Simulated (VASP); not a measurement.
Input:

```
MnF2
1.0
    4.75925     0.00000     0.00000
    0.00000     4.75925     0.00000
    0.00000     0.00000     3.24252
Mn F
2 4
Cartesian
  0.00000   0.00000   0.00000
  2.37962   2.37962   1.62126
  1.43923   1.43923   0.00000
  3.81886   0.94039   1.62126
  0.94039   3.81886   1.62126
  3.32001   3.32001   0.00000
```
Starting moments (μB, in the order of the record's atoms Mn Mn F F F F): 4.5 -4.5 0.0 0.0 0.0 0.0.

Method: PBEsol GGA, VASP's PBE PAW potentials (set 64) (plane waves; VASP). Settings: 620 eV cut-off, 5×5×7 Γ-centred mesh, Gaussian smearing of 0.050 eV, potentials Mn_pv F.

**Question.** Predict the cell moment, energy per atom (σ→0), pressure.

**Answer.** 
The cell moment comes out as 0.00 μB and the energy per atom (σ→0) comes out as -6.784 eV/atom. The pressure is 5.08 GPa.

**Question.** Give the moment on each site (PAW-sphere projection).

**Answer.** 
```tsv
site	moment (μB)
Mn1	4.50
Mn2	-4.50
F3	-0.03
F4	0.03
F5	0.03
F6	-0.03
```

Only differences to runs with the same potentials and settings are physical.

The compound is MnF2 in the rutile structure. It was relaxed first under an external pressure of 5 GPa.
